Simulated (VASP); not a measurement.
Energy against volume of Li₂O (antifluorite). These are vdW-DF-cx, VASP's PBE PAW potentials (set 64) (plane waves; VASP) values and carry that method's errors. Settings: 520 eV cut-off, 8×8×8 Γ-centred mesh, Gaussian smearing of 0.050 eV, potentials Li_sv O.

| V (Å³/atom) | E (eV/atom) |
|---|---|
| 8.060 | -3.64918 |
| 8.309 | -3.65210 |
| 8.558 | -3.65108 |
| 8.807 | -3.64666 |

Task: Fit these four points and predict the energy of the run at 7.810 Å³/atom.

Result: A cubic in V^(−2/3), the third-order Birch-Murnaghan form, passes through the four points with V0 = 8.36 Å³/atom and B0 = 82 GPa, and gives -3.6417 eV/atom there. The run gave -3.6417 eV/atom, -0.1 meV/atom from the fit; all five points give B0 = 82 GPa.

The compound is Li2O in the antifluorite structure. It was relaxed first.
